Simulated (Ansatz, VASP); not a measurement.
# Cross-check of Pt (Platinum) between VASP and Ansatz

Wanted: the spread between two codes on one cell, functional and k mesh. The cell is taken from a series of VASP runs on this material, whose earlier steps may have relaxed, scaled or displaced it; both programs get it as it stands.

Main program and level: Ansatz 0.2.0; plane waves, with VASP 6.6.1 beside it; relaxation of cell and atoms at PBEsol with D3(BJ).

## Step 1: The structure

The structure is cubic, space group Fm-3m (No. 225). The conventional cell has a = 3.882 Å, b = 3.882 Å, c = 3.882 Å, α = 90.00°, β = 90.00°, γ = 90.00°. Nearest to Pt lie 12 Pt at 2.74 Å.

## Step 2: Ansatz: relaxation of cell and atoms, PBEsol with D3(BJ)

Ansatz runs on its default PAW (the set named soft_2) files.

The relaxed volume is the usual yardstick between codes: its relative difference is about their pressure difference at one cell divided by the bulk modulus.

Contents of input.yaml:

```yaml
crystal:
  lattice:
    - [0.0, 1.9408022394, 1.9408022394]
    - [1.9408022394, 0.0, 1.9408022394]
    - [1.9408022394, 1.9408022394, 0.0]
  atoms:
    - { symbol: Pt, position: [0.0, 0.0, 0.0] }
hamiltonian:
  xc: pbesol
  pseudopotentials: { kind: paw }
  dispersion: d3bj
kpoints:
  mp_grid: { grid: [12, 12, 12] }
scf:
  occupations: { method: methfessel_paxton, width: 0.1 }
relax:
  f_tol: 0.01
  max_steps: 60
  cell: { stress_tol: 0.05 }
output:
  forces: true
  stress: true
```

The run is started by

```bash
$ ansatz run input.yaml --threads 4 --pin off --max-ram 9216MiB --backend cpu --events-out ev --progress --plain --runs-dir out
```

Numbers of over 12 decimals in the logs are rounded to 6 here.

Log:

```text
Engine: ansatz 0.2.0, aarch64-unknown-linux-gnu
Pseudopotentials: kind: paw
Pseudopotential: Pt, paw, valence charge 18, recommended cutoff 420 eV (normal), Pt.paw.azcp
Functional definition: PBEsol
  exchange = pbesol_x
  correlation = pbesol_c
Crystal: 1 atoms, lattice volume = 14.621 Å³
Basis set: ecut = 420 eV, 283 PW (Γ), exchange–correlation on 40×40×40 points (8 copies of the dense FFT grid, shifted against one another)
Bands: 13, of which v1, the nominal top of the filled ones, is band 9 counted from 1 (8 counted from 0)
Symmetry: 48 space group operations
Space group: Fm-3m (ITA 225), of the structure as read, at distance tolerance 2.4e-5 Å
k-points: 72 of 1728
Non-local potential: Pt, projectors of the file, l = 0: 3, l = 1: 2, l = 2: 2, l = 3: 1
PAW form: soft (Blöchl's): semilocal exchange-correlation on the pseudo side does not see the compensation charge
PAW frozen core: Pt, regenerated for the run's functional, and the local potential with it (the file was generated under x = pbe(κ = 0.804, μ = 0.219515), c = pbe(β = 0.066725))
PAW one-centre angular grid: Pt, 590 points (default); XC on 64 Gauss nodes
Initial density: superposition of atomic densities (neutral atoms: chi_scale 0, normalization atom), corrected by the library's trained network
Initial wavefunctions: pseudopotential atomic-orbital guess
Functional: x = pbesol(κ = 0.804, μ = 0.123457), c = pbesol(β = 0.046)
SCF iter   1: F=—  HF=-12384.583674 eV  |F-HF|=—  |Δ(HF+E_count)|=         —  Δρ=5.94e-3  dr2=3.81e-3  ethr=1.77e-3  ⟨swp⟩=5.0  Hψ=5142  notcnv=0
preconditioner: auto → none  [metal: Δε(μ)=0.000 eV  Ē_g=14.473 eV  σ=0.100 eV  W_gap=0.00  n_scr=8 (ndim 8)  ℏωp=30.7 eV  f_vac=0.000  D(μ)=2.63/eV (n_scr^D=58)  sad-step TF]
SCF iter   2: F=—  HF=-12384.582517 eV  |F-HF|=—  |Δ(HF+E_count)|=   1.16e-3  S|Δr|=    0.00e0  Δρ=2.71e-3  dr2=7.12e-4  ethr=2.12e-5  ⟨swp⟩=1.6  Hψ=1631  notcnv=0
SCF iter   3: F=—  HF=-12384.582401 eV  |F-HF|=—  |Δ(HF+E_count)|=   1.16e-4  S|Δr|=    0.00e0  Δρ=3.76e-4  dr2=9.54e-6  ethr=3.96e-6  ⟨swp⟩=2.0  Hψ=1263  notcnv=0
SCF iter   4: F=—  HF=-12384.582404 eV  |F-HF|=—  |Δ(HF+E_count)|=   2.84e-6  S|Δr|=    0.00e0  Δρ=8.28e-5  dr2=3.03e-7  ethr=5.30e-8  ⟨swp⟩=2.3  Hψ=1501  notcnv=0
SCF iter   5: F=-12384.582404 eV  HF=-12384.582404 eV  |F-HF|=8.21e-9  |Δ(HF+E_count)|=   1.37e-7  S|Δr|=    0.00e0  Δρ=1.06e-5  dr2=1.34e-8  ethr=5.56e-10  ⟨swp⟩=4.0  Hψ=2914  notcnv=0
SCF 1 converged in 5 iterations: F = -12384.582404 eV  dr2 = 1.34e-8
  greatest PAW one-centre occupation: 1.000 electrons in one spin orbital (limit 2), on the Pt atom at site 0 (counted from 0), in its partial waves of l = 0
relax step   1: F+E_penalty+E_count = -12384.58240414 eV  Δ(F+E_penalty+E_count) = +0.000e0 eV  max|allowed force component| = 0.000e0 eV/Å  Δτ_max = 0.0000 Å  P = +0.260 GPa  Ω = 14.621 Å³  (5 SCF iters, dr2 threshold 1.00e-7 eV, accepted)
[...]
relax step   2: F+E_penalty+E_count = -12384.58237207 eV  Δ(F+E_penalty+E_count) = +3.207e-5 eV  max|allowed force component| = 0.000e0 eV/Å  Δτ_max = 0.0000 Å  P = -0.436 GPa  Ω = 14.654 Å³  energy of the carried Pulay correction = -1.399e-5 eV  (3 SCF iters, dr2 threshold 1.00e-7 eV, rejected (line search))
[...]
relax step   3: F+E_penalty+E_count = -12384.58240875 eV  Δ(F+E_penalty+E_count) = -4.606e-6 eV  max|allowed force component| = 0.000e0 eV/Å  Δτ_max = 0.0000 Å  P = -0.001 GPa  Ω = 14.633 Å³  energy of the carried Pulay correction = -5.222e-6 eV  (5 SCF iters, accepted)
[...]
relax step   4: F+E_penalty+E_count = -12384.58242004 eV  Δ(F+E_penalty+E_count) = -1.129e-5 eV  max|allowed force component| = 0.000e0 eV/Å  Δτ_max = 0.0000 Å  P = -0.002 GPa  Ω = 14.633 Å³  stress off target by 2.22e-3 GPa  SCF on the basis re-selected at this cell (its energy is not comparable with the rows above)  (3 SCF iters)
basis re-selected at this cell: Δ(F+E_penalty+E_count) = -1.129e-5 eV, ΔP = -0.001 GPa vs the last step (what re-selecting the basis moved, of the pressure what is left beyond the Pulay correction that the steps carried, after the strain that the cell walked since its last selection, with what the two solves' SCF thresholds leave and, on support functions, any second-order correction that the steps lacked; it is no measure of the basis error at this ecutwfc). This SCF's stress stands 2.22e-3 GPa from its target on what of the cell is left free (relax.cell.stress_tol is 5.00e-2 GPa) and its largest allowed force component is 0.00e0 eV/Å (relax.f_tol is 1.00e-2 eV/Å): [rest of the remark cut]
SCF converged after 3 iterations
Stability not checked: this state was not tested for a lower state beside it, because cold or Methfessel-Paxton smearing, or corrected tetrahedra, fill the levels in a way that the test cannot read (fill_not_monotonic; see scf.lower_state_search)
Free energy (F): -12384.582420 eV
Harris-Foulkes:  -12384.582420 eV  (|F-HF|=7.28e-12)
Internal energy: -12384.579892 eV  (E = F + TS)
E sigma→0 (E₀):  -12384.581788 eV
Entropy (-TS):   -0.002528 eV (-2.528 meV/atom)
Fermi energy:    24.207403 eV
--- Per-component energies (eV) ---
  E_band       = -117.189836
  E_kinetic    = 639.301870
  E_local      = -1423.631677  (includes V_loc(G=0)·N_el)
  E_nonlocal   = 202.985809
  E_hartree    = 529.258424
  E_xc         = -260.956927
  E_vxc        = -303.229418  (∫ρ·V_xc dr)
  E_paw        = -9316.434290  (= ΣΔE_a)
  E_vpaw       = -291.133530  (= ΣTr[D̂ρ^β])
  E_aug_tail   = 0.000177  (compensation charges beyond the density's cutoff)
  E_ewald      = -2754.617996
  E_disp       = -0.772263  (pairwise vdW)
  E_core_change = 0.286981  (= ΣΔE_core)
  E_smearing   = -0.002528  (= −TS)
  E_closure    = -0.000000  (closes the sum)
  Σ components = -12384.582420   (vs F -12384.582420, Δ=0.00e0)
--- Forces (eV/Å), atoms counted from 1 ---
  atom   1  Pt    -0.00000000    -0.00000000    -0.00000000
  max |Σ_I F_I| component: 2.30e-31 eV/Å
--- Stress (GPa, compression-positive) ---
       -0.002223      -0.000000      -0.000000
       -0.000000      -0.002223      -0.000000
       -0.000000      -0.000000      -0.002223
  P = ⅓ Tr σ = -0.0022 GPa (-0.022 kbar)
--- Relaxed structure (3 steps of the walk, 2 accepted, 1 SCFs on fresh bases) ---
  F+E_penalty+E_count = -12384.58242004 eV   max|allowed force component| = 0.000e0 eV/Å   (the final SCF, on the basis selected at the relaxed cell)
  cell:  # Å, volume = 14.6331 Å³
    - [0, 1.941340, 1.941340]
    - [1.941340, 0, 1.941340]
    - [1.941340, 1.941340, 0]
  atoms:
    - { symbol: Pt, position: [0.0, 0.0, 0.0] }
```

Wall time 1.6 s (4 threads of Arm Neoverse V1, shared host); peak memory 0.28 GiB.

## Step 3: VASP: relaxation of cell and atoms, PBEsol with D3(BJ)

The same cell, functional, mesh and smearing now go to VASP, with its own data sets and cutoff.

Lines of VASP's logs that name or quote its potential files are left out, and so is its time.

Contents of INCAR:

```
SYSTEM = Pt
PREC = Accurate
ENCUT = 450
EDIFF = 1E-06
NELM = 100
ISMEAR = 1
SIGMA = 0.1
LREAL = .FALSE.
ALGO = Normal
GGA = PS
IVDW = 12
NBANDS = 11
LORBIT = 11
LWAVE = .FALSE.
LCHARG = .FALSE.
KPAR = 2
IBRION = 2
NSW = 50
ISIF = 3
EDIFFG = -0.01
```

Contents of POSCAR:

```
Pt
1.0
    0.0000000000      1.9408022394      1.9408022394
    1.9408022394      0.0000000000      1.9408022394
    1.9408022394      1.9408022394      0.0000000000
Pt
1
Direct
    0.0000000000      0.0000000000      0.0000000000
```

Contents of KPOINTS:

```
Automatic mesh
0
Gamma
12 12 12
0 0 0
```

PAW data sets: Pt (PBE family, release 64).

The run is started by

```bash
$ mpirun -np 2 vasp_std
```

Log:

```text
[banner, memory and clock lines left out]
running    2 mpi-ranks, on    1 nodes
 distrk:  each k-point on    1 cores,    2 groups
 distr:  one band on    1 cores,    1 groups

 POSCAR found type information on POSCAR Pt
 POSCAR found :  1 types and       1 ions
|                                                                             |
|               ----> ADVICE to this user running VASP <----                  |
|                                                                             |
|     You enforced a specific xc type in the INCAR file but a different       |
|     [... a line on the potential file left out ...]
|     I HOPE YOU KNOW WHAT YOU ARE DOING!                                     |
|                                                                             |

 LDA part: xc-table for (Slater+PW92), standard interpolation
 POSCAR, INCAR and KPOINTS ok, starting setup
 FFT: planning ... GRIDC
 FFT: planning ... GRID_SOFT
 FFT: planning ... GRID
 WAVECAR not read
 entering main loop
       N       E                     dE             d eps       ncg     rms          rms(c)
DAV:   1     0.337743279312E+02    0.33774E+02   -0.50275E+03  1683   0.754E+02
DAV:   2    -0.681780086944E+01   -0.40592E+02   -0.38852E+02  1842   0.164E+02
DAV:   3    -0.739446454814E+01   -0.57666E+00   -0.57566E+00  1863   0.181E+01
DAV:   4    -0.739665746091E+01   -0.21929E-02   -0.21927E-02  1824   0.133E+00
DAV:   5    -0.739667371227E+01   -0.16251E-04   -0.16252E-04  1874   0.105E-01    0.146E+01
DAV:   6    -0.700698179226E+01    0.38969E+00   -0.83498E-01  1713   0.733E+00    0.748E+00
DAV:   7    -0.695819791923E+01    0.48784E-01   -0.17662E-01  1827   0.324E+00    0.261E+00
DAV:   8    -0.695428288350E+01    0.39150E-02   -0.14702E-02  1734   0.108E+00    0.888E-01
DAV:   9    -0.695344733569E+01    0.83555E-03   -0.16021E-03  1737   0.345E-01    0.327E-02
DAV:  10    -0.695345246360E+01   -0.51279E-05   -0.12310E-05  1978   0.283E-02    0.643E-03
DAV:  11    -0.695345324628E+01   -0.78268E-06   -0.28571E-07  1011   0.408E-03
   1 F= -.77261417E+01 E0= -.77253150E+01  d E =-.772614E+01
 curvature:   0.00 expect dE= 0.000E+00 dE for cont linesearch  0.000E+00
 trial: gam= 0.00000 g(F)=  0.880E-64 g(S)=  0.184E-06 ort = 0.000E+00 (trialstep = 0.100E+01)
 search vector abs. value=  0.184E-06
 reached required accuracy - stopping structural energy minimisation
```

Parts of OUTCAR (step 3):

```text
ion  position               nearest neighbor table
   1  0.000  0.000  0.000-

  LATTYP: Found a face centered cubic cell.
 ALAT       =     3.8816044788

 Subroutine GETGRP returns: Found 48 space group operations
 (whereof 48 operations were pure point group operations)

The static configuration has the point symmetry O_h .

 Found     72 irreducible k-points:

   k-points           NKPTS =     72   k-points in BZ     NKDIM =     72   number of bands    NBANDS=     11

   dimension x,y,z NGX =    20 NGY =   20 NGZ =   20
   dimension x,y,z NGXF=    40 NGYF=   40 NGZF=   40

   ENCUT  =  450.0 eV  33.07 Ry    5.75 a.u.   4.75  4.75  4.75*2*pi/ulx,y,z

   NELECT =      10.0000    total number of electrons

 k-points in reciprocal lattice and weights: Automatic mesh
   0.00000000  0.00000000  0.00000000       0.001
   0.08333333  0.00000000  0.00000000       0.005
   0.16666667  0.00000000  0.00000000       0.005
   0.25000000  0.00000000  0.00000000       0.005
   0.33333333  0.00000000  0.00000000       0.005
   0.41666667  0.00000000  0.00000000       0.005
   0.50000000  0.00000000  0.00000000       0.002
   0.08333333  0.08333333  0.00000000       0.003
   0.16666667  0.08333333  0.00000000       0.014
[...]
-0.33333333  0.50000000  0.16666667       0.007
  -0.25000000  0.50000000  0.25000000       0.003

 average (electrostatic) potential at core
       1 -62.3087

 E-fermi :  11.7294

 k-point     1 :       0.0000    0.0000    0.0000
  band No.  band energies     occupation
    ...
      2       7.7086      2.00000
      3       7.7086      2.00000
      4       7.7086      2.00000
      5      10.0091      2.00000
      6      10.0091      2.00000
      7      26.2339      0.00000
      8      31.3680      0.00000
      9      31.3680      0.00000
     10      31.3680      0.00000
     11      36.7777      0.00000

 k-point     2 :       0.0833    0.0000    0.0000
  band No.  band energies     occupation
    ...
      2       7.5794      2.00000
      3       7.8218      2.00000
      4       7.8218      2.00000
      5       9.9461      2.00000
      6       9.9461      2.00000
      7      26.6857      0.00000
      8      30.0278      0.00000
      9      31.8187      0.00000
     10      31.8187      0.00000
     11      38.2164      0.00000

 k-point     3 :       0.1667    0.0000    0.0000
  band No.  band energies     occupation
    ...
      2       7.3211      2.00000
      3       8.0533      2.00000
      4       8.0533      2.00000
      5       9.8917      2.00000
      6       9.8917      2.00000
      7      27.6864      0.00000
      8      27.7335      0.00000
      9      33.0780      0.00000
     10      33.0780      0.00000
     11      37.0232      0.00000

 Edisp (eV)   -0.77269

  Total      -0.00113    -0.00113    -0.00113     0.00000     0.00000    -0.00000
  in kB      -0.12348    -0.12348    -0.12348     0.00000     0.00000    -0.00000
  external pressure =       -0.12 kB  Pullay stress =        0.00 kB

  energy-cutoff  :      450.00
  volume of cell :       14.62
      direct lattice vectors                 reciprocal lattice vectors
     0.000000000  1.940802239  1.940802239    -0.257625424  0.257625424  0.257625424
     1.940802239  0.000000000  1.940802239     0.257625424 -0.257625424  0.257625424
     1.940802239  1.940802239  0.000000000     0.257625424  0.257625424 -0.257625424

 POSITION                                       TOTAL-FORCE (eV/Angst)
 -----------------------------------------------------------------------------------
      0.00000      0.00000      0.00000        -0.000000     -0.000000      0.000000
 -----------------------------------------------------------------------------------
    total drift:                                0.000000      0.000000      0.000000

  FREE ENERGIE OF THE ION-ELECTRON SYSTEM (eV)
  ---------------------------------------------------
  free  energy   TOTEN  =        -7.7261416730 eV

  energy  without entropy=       -7.7236615536  energy(sigma->0) =       -7.72531497

 reached required accuracy - stopping structural energy minimisation

 total charge
# of ion       s       p       d       tot
------------------------------------------
    1        0.648   0.652   8.070   9.370

[... 3 further parts left out ...]
```

## Step 4: Comparison

Known differences besides the potentials themselves: both relaxations stop at a tolerance, which leaves soft axes loose, and VASP keeps its plane-wave basis; the data sets hold 18 valence electrons in Ansatz (default PAW (the set named soft_2) files) and 10 in VASP; the cutoff is 420 eV in Ansatz and 450 eV in VASP; Ansatz makes its cores anew for this functional, VASP keeps those of its PBE data sets; VASP leaves aspherical gradient terms in its spheres out (LASPH is not set), Ansatz keeps them; Ansatz adds a Pulay correction to the stress that steers its cell, VASP none. Total energies have different zeros and are not compared.

The two programs side by side:

| quantity | Ansatz | VASP | difference |
| --- | --- | --- | --- |
| volume (Å³) | 14.63 | 14.62 | +0.08 % |
| edge a after relaxation, in the typed setting (Å) | 2.745 | 2.745 | +0.03 % |

The walks stopped with 0.00 GPa left in Ansatz and -0.01 GPa in VASP; each walk ends within a tolerance, so the volume difference is uncertain by about these residues over the bulk modulus, most in soft cells.

## Step 5: Results

```json
{"difference in volume (relaxation of cell and atoms, PBEsol with D3(BJ))": "0.083 %"}
```

What this shows: The difference in volume is 0.083 % (relaxation of cell and atoms, PBEsol with D3(BJ)), within the 1.2 % picked in this series as the mark of a large difference, as far as the stopping tolerances let one tell. How closely two codes agree says nothing of how well the functional describes the real material.

[Lines on the potential files, build, host, timing and source positions are cut from VASP's logs without a mark.]

[Logs are printed without paths, hosts, clocks, repeated set-up lines and the standing remarks that a program may print on its own settings, such as how far it seeks lower states.]

[Hosts, paths, dates, database ids (printed as entryN), source tags and the programs' standing remarks are cut or masked in the printed files.]
